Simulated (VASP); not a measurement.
Input:

```
CELL_PARAMETERS angstrom
     -2.13000     2.13000     2.13000
      2.13000    -2.13000     2.13000
      2.13000     2.13000    -2.13000
ATOMIC_POSITIONS crystal
  Na 0.00000 0.00000 0.00000
```

The numbers are results of vdW-DF-cx, VASP's PBE PAW potentials (set 64) (plane waves; VASP), not measurements. Settings: 520 eV cut-off, Gaussian smearing of 0.050 eV, potentials Na_pv.

**Question.** Estimate the band gap (along the path) with the smallest direct gap where there is one.

**Answer.** 
| Item | Value |
|---|---|
| band gap (along the path) | none (metal, semimetal or under 0.01 eV) |

Only differences to runs with the same potentials and settings are physical.

The compound is Na in the bcc structure. The cell was not relaxed at this level.
